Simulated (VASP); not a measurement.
# Cu (Copper) with LDA: from relaxation to properties, part 3 of 4

What structure does Cu (Copper) take at this level, and what are its properties? The start is a cell from a database of measured crystal structures.

VASP 6.6.1; LDA; plane waves and PAW (Cu).

Still holding for the runs below: This run has no spin polarisation. Its electron count is odd, so without a moment it is a metal by construction.

So far. Step 6 (Bands along the symmetry lines (LDA)): Of the bands kept, 1 crosses the Fermi level on this path.

## Step 7: Density of states (LDA)

Here the states are counted by energy and projected on the atoms. The mesh is finer than in the run before.

INCAR reads:

```
SYSTEM = Cu
PREC = Accurate
ENCUT = 400
EDIFF = 1E-06
NELM = 100
ISMEAR = -5
SIGMA = 0.2
LREAL = .FALSE.
ALGO = Normal
GGA = CA
NBANDS = 16
LASPH = .TRUE.
LORBIT = 11
LWAVE = .FALSE.
LCHARG = .FALSE.
KPAR = 2
NEDOS = 2001
```

POSCAR reads:

```
Cu
1.0
    0.0000000000      1.7590729518      1.7590729518
    1.7590729518      0.0000000000      1.7590729518
    1.7590729518      1.7590729518      0.0000000000
Cu
1
Direct
    0.0000000000      0.0000000000      0.0000000000
```

KPOINTS reads:

```
Automatic mesh
0
Gamma
19 19 19
0 0 0
```

Potentials, in the order of the species: Cu (LDA family, release 64).

On the command line:

```sh
$ mpirun -np 2 vasp_std
```

The program printed:

```text
[... set-up lines as in an earlier step ...]
 entering main loop
       N       E                     dE             d eps       ncg     rms          rms(c)
DAV:   1     0.353460750409E+02    0.35346E+02   -0.40773E+03  8512   0.983E+02
DAV:   2    -0.442544236831E+01   -0.39772E+02   -0.36687E+02  7896   0.169E+02
DAV:   3    -0.572149065123E+01   -0.12960E+01   -0.12935E+01  8464   0.292E+01
DAV:   4    -0.572751088612E+01   -0.60202E-02   -0.60197E-02  8624   0.179E+00
DAV:   5    -0.572755431902E+01   -0.43433E-04   -0.43431E-04  8576   0.158E-01    0.804E+00
DAV:   6    -0.508272158155E+01    0.64483E+00   -0.13297E+01  9264   0.566E+01    0.372E+00
DAV:   7    -0.472780508270E+01    0.35492E+00   -0.19737E+00  8968   0.218E+01    0.645E-01
DAV:   8    -0.471133650119E+01    0.16469E-01   -0.56014E-03  9352   0.685E-01    0.272E-01
DAV:   9    -0.470986687328E+01    0.14696E-02   -0.60735E-03  9440   0.105E+00    0.119E-02
DAV:  10    -0.470987726283E+01   -0.10390E-04   -0.16983E-05  7800   0.462E-02    0.440E-03
DAV:  11    -0.470987907606E+01   -0.18132E-05   -0.48918E-07  7184   0.907E-03    0.349E-04
DAV:  12    -0.470987911802E+01   -0.41964E-07   -0.35033E-08  4104   0.149E-03
   1 F= -.47098791E+01 E0= -.47098791E+01  d E =0.000000E+00
 -----------------------------------------------------------------------------
|                                                                             |
|           W    W    AA    RRRRR   N    N  II  N    N   GGGG   !!!           |
|           W    W   A  A   R    R  NN   N  II  NN   N  G    G  !!!           |
|           W    W  A    A  R    R  N N  N  II  N N  N  G       !!!           |
|           W WW W  AAAAAA  RRRRR   N  N N  II  N  N N  G  GGG   !            |
|           WW  WW  A    A  R   R   N   NN  II  N   NN  G    G                |
|           W    W  A    A  R    R  N    N  II  N    N   GGGG   !!!           |
|                                                                             |
|     Tetrahedron method does not include variations of the Fermi             |
|     occupations, so forces and stress will be inaccurate. We suggest        |
|     using a different smearing scheme ISMEAR = 1 or 2 for metals in         |
|     relaxations.                                                            |
|                                                                             |
 -----------------------------------------------------------------------------
```

It took 25 s on 2 MPI ranks of AMD EPYC 7R43, shared host; peak memory 0.17 GiB; 49 s of CPU time.

From OUTCAR (step 7):

```text
   k-points           NKPTS =    220   k-points in BZ     NKDIM =    220   number of bands    NBANDS=     16

   NELECT =      11.0000    total number of electrons

 E-fermi :   8.4522

 k-point     1 :       0.0000    0.0000    0.0000
  band No.  band energies     occupation
    ...
      2       5.0705      2.00000
      3       5.0705      2.00000
      4       5.0705      2.00000
      5       6.0204      2.00000
      6       6.0204      2.00000
      7      31.7275      0.00000
      8      34.8472      0.00000
      9      34.8472      0.00000
     10      34.8472      0.00000
     11      37.4661      0.00000
    ...

  Total        0.0022646      0.0022646      0.0022646     -0.0000000      0.0000000     -0.0000000
  in kB        0.3332942      0.3332942      0.3332942     -0.0000000      0.0000000     -0.0000000
  external PRESSURE =       0.3332942 kB  Pullay stress =       0.0000000 kB

 POSITION                                       TOTAL-FORCE (eV/Angst)
 -----------------------------------------------------------------------------------
      0.00000      0.00000      0.00000         0.000000     -0.000000      0.000000
 -----------------------------------------------------------------------------------
    total drift:                                0.000000      0.000000      0.000000

  FREE ENERGIE OF THE ION-ELECTRON SYSTEM (eV)
  ---------------------------------------------------
  free  energy   TOTEN  =        -4.7098791180 eV

  energy  without entropy=       -4.7098791180  energy(sigma->0) =       -4.70987912

[... 6 parts as in an earlier step ...]

[... 10 further parts left out ...]
```

With tetrahedra the forces and stress of a metal are not exact derivatives of the energy.

Numbers from this step:

```yaml
irreducible_k_points: 220
free_energy_toten: -4.710 eV
fermi_energy: 8.452 eV
pressure: 0.03333 GPa
dos_at_the_fermi_level: 0.2940 states/eV/cell
```

The density of states has structure finer than the step of the table below, so its rows give means over 0.5 eV, whole bins alone (the curve runs from -12.0 to 7.92 eV). Peaks (eV: height): total -4.56: 2.28, -3.23: 3.90, -1.83: 6.10; Cu d -3.23: 3.63, -1.83: 6.01; Cu p -4.28: 0.103, -3.44: 0.166, -3.02: 0.103, 5.81: 0.104; Cu s -5.40: 0.152, -3.44: 0.0393, -0.01: 0.029, 5.04: 0.0909.

States under -12.0 eV and over 7.9 eV are left out. The density of states by energy, zero at the Fermi level; means over each step; values in states/eV/cell:

| energy (eV) | total | Cu d | Cu p | Cu s |
| --- | --- | --- | --- | --- |
| -10.5 | 0 | 0 | 0 | 0 |
| -10.0 | 0.0115 | 0 | 1.4e-4 | 0.00720 |
| -9.5 | 0.0493 | 1.2e-5 | 0.00157 | 0.0300 |
| -9.0 | 0.0728 | 5.2e-4 | 0.00415 | 0.0422 |
| -8.5 | 0.0936 | 0.00152 | 0.00759 | 0.0514 |
| -8.0 | 0.115 | 0.00383 | 0.0119 | 0.0591 |
| -7.5 | 0.140 | 0.00839 | 0.0169 | 0.0665 |
| -7.0 | 0.172 | 0.0179 | 0.0232 | 0.0741 |
| -6.5 | 0.224 | 0.0404 | 0.0311 | 0.0834 |
| -6.0 | 0.341 | 0.108 | 0.0416 | 0.0997 |
| -5.5 | 0.837 | 0.476 | 0.0579 | 0.138 |
| -5.0 | 1.39 | 1.02 | 0.0663 | 0.104 |
| -4.5 | 1.99 | 1.66 | 0.0860 | 0.0305 |
| -4.0 | 2.12 | 1.82 | 0.0966 | 0.00878 |
| -3.5 | 3.21 | 2.84 | 0.132 | 0.0266 |
| -3.0 | 2.84 | 2.61 | 0.0797 | 0.0170 |
| -2.5 | 3.04 | 2.89 | 0.0477 | 0.0125 |
| -2.0 | 3.67 | 3.59 | 0.0247 | 0.0117 |
| -1.5 | 0.927 | 0.851 | 0.0288 | 0.0207 |
| -1.0 | 0.340 | 0.231 | 0.0463 | 0.0257 |
| -0.5 | 0.307 | 0.177 | 0.0576 | 0.0279 |
| 0.0 | 0.291 | 0.147 | 0.0661 | 0.0286 |
| 0.5 | 0.269 | 0.118 | 0.0721 | 0.0273 |
| 1.0 | 0.262 | 0.102 | 0.0788 | 0.0259 |
| 1.5 | 0.252 | 0.0846 | 0.0865 | 0.0228 |
| 2.0 | 0.234 | 0.0739 | 0.0847 | 0.0201 |
| 2.5 | 0.212 | 0.0626 | 0.0806 | 0.0167 |
| 3.0 | 0.183 | 0.0514 | 0.0724 | 0.0132 |
| 3.5 | 0.158 | 0.0425 | 0.0648 | 0.0104 |
| 4.0 | 0.145 | 0.0387 | 0.0572 | 0.0125 |
| 4.5 | 0.249 | 0.0767 | 0.0516 | 0.0674 |
| 5.0 | 0.257 | 0.0740 | 0.0521 | 0.0739 |
| 5.5 | 0.269 | 0.0717 | 0.0670 | 0.0666 |
| 6.0 | 0.280 | 0.0710 | 0.0820 | 0.0570 |
| 6.5 | 0.259 | 0.0638 | 0.0828 | 0.0452 |
| 7.0 | 0.225 | 0.0546 | 0.0737 | 0.0368 |
| 7.5 | 0.228 | 0.0556 | 0.0749 | 0.0350 |

The finer mesh and the other smearing move the Fermi level by -0.15 eV from the 13×13×13 run, one measure of the sampling error in the zero of the bands above. Of the states within 0.3 eV of the Fermi level, the largest shares in the PAW spheres are Cu d 51 %, Cu p 23 % and Cu s 10 %. The rest lies in smaller channels or between the spheres.

## Step 8: Optical spectrum (LDA)

LOPTICS sums transitions from filled to empty bands.

INCAR reads:

```
SYSTEM = Cu
PREC = Accurate
ENCUT = 400
EDIFF = 1E-06
NELM = 100
ISMEAR = 1
SIGMA = 0.2
LREAL = .FALSE.
ALGO = Normal
GGA = CA
NBANDS = 13
LASPH = .TRUE.
LORBIT = 11
LWAVE = .FALSE.
LCHARG = .FALSE.
KPAR = 2
LOPTICS = .TRUE.
NEDOS = 1500
CSHIFT = 0.1
```

POSCAR is that of step 7.

KPOINTS is that of step 7.

On the command line:

```sh
$ mpirun -np 2 vasp_std
```

The program printed:

```text
[... set-up lines as in an earlier step ...]
 entering main loop
       N       E                     dE             d eps       ncg     rms          rms(c)
DAV:   1     0.357224326875E+02    0.35722E+02   -0.44132E+03  6739   0.120E+03
DAV:   2    -0.464758212072E+01   -0.40370E+02   -0.36935E+02  5970   0.182E+02
DAV:   3    -0.572158570608E+01   -0.10740E+01   -0.10698E+01  6833   0.329E+01
DAV:   4    -0.572747358351E+01   -0.58879E-02   -0.58874E-02  6506   0.211E+00
DAV:   5    -0.572752440808E+01   -0.50825E-04   -0.50825E-04  6891   0.204E-01    0.804E+00
DAV:   6    -0.508014554870E+01    0.64738E+00   -0.14330E+01  6935   0.696E+01    0.372E+00
DAV:   7    -0.472712497412E+01    0.35302E+00   -0.21335E+00  6955   0.268E+01    0.653E-01
DAV:   8    -0.471048331979E+01    0.16642E-01   -0.62604E-03  7278   0.820E-01    0.266E-01
DAV:   9    -0.470910702637E+01    0.13763E-02   -0.60395E-03  7486   0.125E+00    0.124E-02
DAV:  10    -0.470911804971E+01   -0.11023E-04   -0.19564E-05  6322   0.556E-02    0.454E-03
DAV:  11    -0.470911995632E+01   -0.19066E-05   -0.53000E-07  5019   0.109E-02    0.339E-04
DAV:  12    -0.470911995974E+01   -0.34254E-08   -0.45221E-08  3295   0.204E-03
   1 F= -.47091200E+01 E0= -.47089862E+01  d E =-.401162E-03
 optical routines
 imaginary and real dielectric function
 recalculating local potential from charge density
 direction            1
 direction            2
 direction            3
```

The job ended after 13 s (2 MPI ranks; peak memory 0.22 GiB).

From OUTCAR (step 8):

```text
   k-points           NKPTS =    220   k-points in BZ     NKDIM =    220   number of bands    NBANDS=     13

   NELECT =      11.0000    total number of electrons

 E-fermi :   8.4713

 k-point     1 :       0.0000    0.0000    0.0000
  band No.  band energies     occupation
    ...
      2       5.0654      2.00000
      3       5.0654      2.00000
      4       5.0654      2.00000
      5       6.0149      2.00000
      6       6.0149      2.00000
      7      31.7279      0.00000
      8      34.8469      0.00000
      9      34.8469      0.00000
     10      34.8469      0.00000
     11      37.4648      0.00000
    ...

  Total       -0.0028991     -0.0028991     -0.0028991      0.0000000     -0.0000000      0.0000000
  in kB       -0.4266646     -0.4266646     -0.4266646      0.0000000     -0.0000000      0.0000000
  external PRESSURE =      -0.4266646 kB  Pullay stress =       0.0000000 kB

 POSITION                                       TOTAL-FORCE (eV/Angst)
 -----------------------------------------------------------------------------------
      0.00000      0.00000      0.00000        -0.000000     -0.000000      0.000000
 -----------------------------------------------------------------------------------
    total drift:                                0.000000      0.000000      0.000000

  FREE ENERGIE OF THE ION-ELECTRON SYSTEM (eV)
  ---------------------------------------------------
  free  energy   TOTEN  =        -4.7091199597 eV

  energy  without entropy=       -4.7087187973  energy(sigma->0) =       -4.70898624

 plasma frequency squared (from intraband transitions) (eV^2)
  --------------------------------------------------------------------------------------
     107.579       0.000      -0.000
       0.000     107.579       0.000
       0.000       0.000     107.579

[... 7 parts as in an earlier step ...]

[... 9 further parts left out ...]
```

These are independent-particle spectra without excitons or local fields, and fine structure depends on the mesh and on CSHIFT. The intraband (Drude) part is not in this spectrum.

This step gave:

| Item | Value |
| --- | --- |
| bands | 13 |
| free energy (TOTEN) | -4.709 eV |
| energy at zero smearing | -4.709 eV |
| Fermi energy | 8.471 eV |
| pressure | -0.04267 GPa |

The imaginary dielectric function, xx has structure finer than the step of the table below, so its rows give means over 1 eV, whole bins alone (the curve runs from 0 to 25.0 eV). Peaks (eV: height): 2.5: 8.13, 4.1: 6.43, 5.2: 6.92.

Imaginary dielectric function, xx against photon energy; means over each step:

| photon energy (eV) | imaginary dielectric function, xx |
| --- | --- |
| 1 | 0.216 |
| 2 | 5.03 |
| 3 | 6.80 |
| 4 | 5.50 |
| 5 | 6.12 |
| 6 | 4.42 |
| 7 | 3.14 |
| 8 | 2.84 |
| 9 | 2.40 |
| 10 | 2.09 |
| 11 | 1.78 |
| 12 | 1.71 |
| 13 | 1.77 |
| 14 | 1.73 |
| 15 | 1.79 |
| 16 | 1.65 |
| 17 | 1.45 |
| 18 | 1.18 |
| 19 | 1.08 |
| 20 | 0.866 |
| 21 | 0.799 |
| 22 | 0.688 |
| 23 | 0.728 |
| 24 | 0.819 |

Real dielectric function, xx against photon energy:

| photon energy (eV) | real dielectric function, xx |
| --- | --- |
| 0 | 8.03 |
| 1 | 8.80 |
| 2 | 11.3 |
| 3 | 5.65 |
| 4 | 4.31 |
| 5 | 3.29 |
| 6 | 0.144 |
| 7 | 0.827 |
| 8 | 0.730 |
| 9 | 0.918 |
| 10 | 0.506 |
| 11 | 0.803 |
| 12 | 0.850 |
| 13 | 1.15 |
| 14 | 0.782 |
| 15 | 0.657 |
| 16 | 0.347 |
| 17 | 0.420 |
| 18 | 0.359 |
| 19 | 0.475 |
| 20 | 0.378 |
| 21 | 0.557 |
| 22 | 0.643 |
| 23 | 0.662 |
| 24 | 0.755 |

## Step 9: Volume scan with LDA, volume scale 0.94

An equation of state needs energies on both sides of the minimum, all on one mesh and cutoff.

INCAR: that of step 8 with these lines changed.

```diff
@@ -10,3 +10,3 @@
 GGA = CA
-NBANDS = 13
+NBANDS = 11
 LASPH = .TRUE.
@@ -16,4 +16,2 @@
 KPAR = 2
-LOPTICS = .TRUE.
-NEDOS = 1500
-CSHIFT = 0.1
+ISIF = 2
```

POSCAR reads:

```
Cu
1.0
    0.0000000000      1.7231634278      1.7231634278
    1.7231634278      0.0000000000      1.7231634278
    1.7231634278      1.7231634278      0.0000000000
Cu
1
Direct
    0.0000000000      0.0000000000      0.0000000000
```

KPOINTS reads:

```
Automatic mesh
0
Gamma
13 13 13
0 0 0
```

On the command line:

```sh
$ mpirun -np 2 vasp_std
```

The program printed:

```text
[... set-up lines as in an earlier step ...]
 entering main loop
       N       E                     dE             d eps       ncg     rms          rms(c)
DAV:   1     0.334944527928E+02    0.33494E+02   -0.46937E+03  2080   0.148E+03
DAV:   2    -0.489193202336E+01   -0.38386E+02   -0.35500E+02  1902   0.189E+02
DAV:   3    -0.571007309544E+01   -0.81814E+00   -0.80037E+00  2076   0.328E+01
DAV:   4    -0.571525007716E+01   -0.51770E-02   -0.51764E-02  2064   0.226E+00
DAV:   5    -0.571529788756E+01   -0.47810E-04   -0.47809E-04  2094   0.222E-01    0.808E+00
DAV:   6    -0.500148978821E+01    0.71381E+00   -0.14306E+01  2123   0.804E+01    0.327E+00
DAV:   7    -0.470248636547E+01    0.29900E+00   -0.19692E+00  2130   0.297E+01    0.701E-01
DAV:   8    -0.468334195005E+01    0.19144E-01   -0.70852E-03  2381   0.935E-01    0.251E-01
DAV:   9    -0.468208254910E+01    0.12594E-02   -0.54347E-03  2244   0.138E+00    0.125E-02
DAV:  10    -0.468209524258E+01   -0.12693E-04   -0.20202E-05  1950   0.575E-02    0.467E-03
DAV:  11    -0.468209694374E+01   -0.17012E-05   -0.51480E-07  1383   0.119E-02    0.380E-04
DAV:  12    -0.468209694915E+01   -0.54101E-08   -0.40262E-08  1047   0.236E-03
   1 F= -.46820969E+01 E0= -.46819353E+01  d E =-.484992E-03
```

Elapsed: 6.6 s, on 2 MPI ranks; peak memory 0.15 GiB; 12 s of CPU time.

OUTCAR, selected parts (step 9):

```text
   ENCUT  =  400.0 eV  29.40 Ry    5.42 a.u.   3.97  3.97  3.97*2*pi/ulx,y,z

   NELECT =      11.0000    total number of electrons

 E-fermi :   9.4915

 k-point     1 :       0.0000    0.0000    0.0000
  band No.  band energies     occupation
    ...
      2       5.7247      2.00000
      3       5.7247      2.00000
      4       5.7247      2.00000
      5       6.7690      2.00000
      6       6.7690      2.00000
      7      33.0753      0.00000
      8      36.7125      0.00000
      9      36.7125      0.00000
     10      36.7125      0.00000
     11      39.4399      0.00000

  Total        0.8683189      0.8683189      0.8683189      0.0000000     -0.0000000      0.0000000
  in kB      135.9503816    135.9503816    135.9503816      0.0000000     -0.0000000      0.0000000
  external PRESSURE =     135.9503816 kB  Pullay stress =       0.0000000 kB

  FREE ENERGIE OF THE ION-ELECTRON SYSTEM (eV)
  ---------------------------------------------------
  free  energy   TOTEN  =        -4.6820969491 eV

  energy  without entropy=       -4.6816119575  energy(sigma->0) =       -4.68193529

[... 6 parts as in an earlier step ...]

[... 11 further parts left out ...]
```

The scan keeps the cell's shape and the fractional positions fixed.

Numbers from this step:

```
bands                   : 11
irreducible k-points    : 84
free energy (TOTEN)     : -4.682 eV
energy at zero smearing : -4.682 eV
Fermi energy            : 9.492 eV
pressure                : 13.60 GPa
```

The pressure here is 13.60 GPa.

## Step 10: Volume scan with LDA, volume scale 0.96

INCAR is that of step 9.

POSCAR reads:

```
Cu
1.0
    0.0000000000      1.7352987813      1.7352987813
    1.7352987813      0.0000000000      1.7352987813
    1.7352987813      1.7352987813      0.0000000000
Cu
1
Direct
    0.0000000000      0.0000000000      0.0000000000
```

KPOINTS is that of step 9.

On the command line:

```sh
$ mpirun -np 2 vasp_std
```

The program printed:

```text
[... set-up lines as in an earlier step ...]
 entering main loop
       N       E                     dE             d eps       ncg     rms          rms(c)
DAV:   1     0.339903191778E+02    0.33990E+02   -0.47219E+03  2035   0.147E+03
DAV:   2    -0.495652139896E+01   -0.38947E+02   -0.35923E+02  1887   0.188E+02
DAV:   3    -0.572315578911E+01   -0.76663E+00   -0.76427E+00  2106   0.330E+01
DAV:   4    -0.572760714209E+01   -0.44514E-02   -0.44508E-02  2102   0.215E+00
DAV:   5    -0.572765004512E+01   -0.42903E-04   -0.42901E-04  2112   0.212E-01    0.807E+00
DAV:   6    -0.503456680467E+01    0.69308E+00   -0.14742E+01  2124   0.811E+01    0.342E+00
DAV:   7    -0.471773318719E+01    0.31683E+00   -0.20838E+00  2127   0.304E+01    0.678E-01
DAV:   8    -0.469962457231E+01    0.18109E-01   -0.66458E-03  2317   0.949E-01    0.264E-01
DAV:   9    -0.469825333439E+01    0.13712E-02   -0.61763E-03  2222   0.147E+00    0.124E-02
DAV:  10    -0.469826565031E+01   -0.12316E-04   -0.20817E-05  1956   0.601E-02    0.457E-03
DAV:  11    -0.469826751226E+01   -0.18620E-05   -0.54766E-07  1364   0.112E-02    0.373E-04
DAV:  12    -0.469826751723E+01   -0.49681E-08   -0.51198E-08  1014   0.278E-03
   1 F= -.46982675E+01 E0= -.46981413E+01  d E =-.378705E-03
```

Run time: 5.6 s. Hardware: 2 MPI ranks; peak memory 0.15 GiB; 9.8 s of CPU time.

From OUTCAR (step 10):

```text
   ENCUT  =  400.0 eV  29.40 Ry    5.42 a.u.   4.00  4.00  4.00*2*pi/ulx,y,z

   NELECT =      11.0000    total number of electrons

 E-fermi :   9.1829

 k-point     1 :       0.0000    0.0000    0.0000
  band No.  band energies     occupation
    ...
      2       5.4963      2.00000
      3       5.4963      2.00000
      4       5.4963      2.00000
      5       6.5074      2.00000
      6       6.5074      2.00000
      7      32.6117      0.00000
      8      36.0711      0.00000
      9      36.0711      0.00000
     10      36.0711      0.00000
     11      38.7563      0.00000

  Total        0.5534041      0.5534041      0.5534041     -0.0000000     -0.0000000      0.0000000
  in kB       84.8399013     84.8399013     84.8399013     -0.0000000     -0.0000000      0.0000000
  external PRESSURE =      84.8399013 kB  Pullay stress =       0.0000000 kB

 POSITION                                       TOTAL-FORCE (eV/Angst)
 -----------------------------------------------------------------------------------
      0.00000      0.00000      0.00000         0.000000      0.000000      0.000000
 -----------------------------------------------------------------------------------
    total drift:                               -0.000000      0.000000      0.000000

  FREE ENERGIE OF THE ION-ELECTRON SYSTEM (eV)
  ---------------------------------------------------
  free  energy   TOTEN  =        -4.6982675172 eV

  energy  without entropy=       -4.6978888123  energy(sigma->0) =       -4.69814128

[... 5 parts as in an earlier step ...]

[... 11 further parts left out ...]
```

This step gave:

```yaml
free_energy_toten: -4.698 eV
energy_at_zero_smearing: -4.698 eV
fermi_energy: 9.183 eV
pressure: 8.484 GPa
```

The pressure falls from 13.60 to 8.48 GPa.

The run ends at a pressure of 8.48 GPa.

[end of part 3 of 4]

[Lines on the potential files, build, host, timing and source positions are cut from VASP's logs without a mark.]

[Logs are printed without paths, hosts, clocks, repeated set-up lines and the standing remarks that a program may print on its own settings, such as how far it seeks lower states.]

[Hosts, paths, dates, database ids (printed as entryN), source tags and the programs' standing remarks are cut or masked in the printed files.]

[A measured line is paired with the nearest computed mode of its activity, which favours agreement.]
